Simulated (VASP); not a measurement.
```
CELL_PARAMETERS angstrom
      3.94679     0.00000     0.00000
      0.00000     3.94679     0.00000
      0.00000     0.00000     3.94679
ATOMIC_POSITIONS crystal
  Sr 0.00000 0.00000 0.00000
  Ti 0.50000 0.50000 0.50000
  O  0.50000 0.00000 0.50000
  O  0.00000 0.50000 0.50000
  O  0.50000 0.50000 0.00000
```

Computed with SCAN meta-GGA, VASP's PBE PAW potentials (set 64) (plane waves; VASP 6.6.1). Settings: 520 eV cut-off, 7×7×7 Γ-centred mesh, Gaussian smearing of 0.050 eV, potentials Sr_sv Ti_sv O.

Give the stress tensor in GPa (positive for a compressed cell).

```
-5.27   0.00   0.00
 0.00  -5.27   0.00
 0.00   0.00  -5.27
```
The pressure is its mean diagonal, -5.27 GPa.

The compound is SrTiO3 in the cubic perovskite structure, the ideal cubic form; the compound distorts at low or room temperature. This cell is one point of a volume scan, at 1.03 of the reference volume.
